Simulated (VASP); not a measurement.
```
InP
1.0
    4.20384     0.00000     0.00000
   -2.10192     3.64063     0.00000
    0.00000     0.00000     6.90071
In P
2 2
Cartesian
  2.10192   1.21354   3.45079
  0.00000   2.42709   0.00044
  2.10192   1.21354   6.03768
  0.00000   2.42709   2.58733
```

All values below come from modified Becke-Johnson potential (mBJ) with spin-orbit coupling, VASP's PBE PAW potentials (set 64) (plane waves; VASP). Settings: 400 eV cut-off, 4×4×4 Γ-centred mesh, Gaussian smearing of 0.050 eV, potentials In_d P.

mBJ is a potential without an energy functional, so only the levels count.

**Question.** What does the run give for the band gap (over mesh and band path) with the smallest direct gap where there is one?

**Answer.** 
```yaml
band gap (over mesh and band path): 1.46 eV
smallest direct gap (over mesh and band path): 1.46 eV
```

The structure comes from a computed database's InP entry (P6_3mc); how it stands against other phases isn't given here. It was relaxed first. The k-mesh is coarse (spacing up to 0.43 per Å, 2π included), so the numbers may not be converged in it. The cell's shape comes from a PBE relaxation.
